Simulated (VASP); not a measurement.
An input for Ansatz (written as the equivalent of a VASP run, and not itself run):

Ansatz 0.2 input:
```yaml
crystal:
  lattice:
    - [0.0000000, 2.0505678, 2.0505678]
    - [2.0505678, 0.0000000, 2.0505678]
    - [2.0505678, 2.0505678, 0.0000000]
  atoms:
    - { symbol: Ag, position: [0.0000000, 0.0000000, 0.0000000] }
kpoints:
  mp_grid: { grid: [14, 14, 14] }
hamiltonian:
  xc: r2scan
  pseudopotentials: { kind: paw }
scf:
  occupations: { method: methfessel_paxton, width: 0.1 }
  max_iter: 100
relax:
  max_steps: 30
  f_tol: 0.001
output: { forces: true, stress: true, eigenvalues: true }
```

Task: Write the VASP files for the same calculation (r2SCAN).

Result: This is not unique; one that fits is 
File POSCAR:
```
Ag
1
   -0.0000000000     2.0505678042     2.0505678042
    2.0505678042     0.0000000000     2.0505678042
    2.0505678042     2.0505678042    -0.0000000000
Ag
1
Direct
  0.0000000000   0.0000000000   0.0000000000
```

### INCAR
```
SYSTEM = Ag
PREC = Accurate
ENCUT = 400
EDIFF = 1E-8
NELM = 100
ALGO = Normal
LREAL = .FALSE.
LASPH = .TRUE.
ISMEAR = 1
SIGMA = 0.1
METAGGA = R2SCAN
LMIXTAU = .TRUE.
LMAXMIX = 4
LWAVE = .FALSE.
LCHARG = .FALSE.
IBRION = 1
ISIF = 2
NSW = 30
EDIFFG = -0.001
```

File KPOINTS:
```
K-points
0
gamma
14 14 14
0 0 0
```

POTCAR, in this order: Ag (PBE.64 set). Program: vasp_std.

The two are equivalent in intent, not identical: each code has its own PAW files, so the cut-off isn't converted (ENCUT is set for VASP's; basis.ecutwfc is left out, and Ansatz then takes the one that its files recommend); Ansatz stops its SCF on the density residual and VASP on the energy change (EDIFF).

The compound is Ag in the fcc structure. It was relaxed first. The start is the result of an earlier pass.
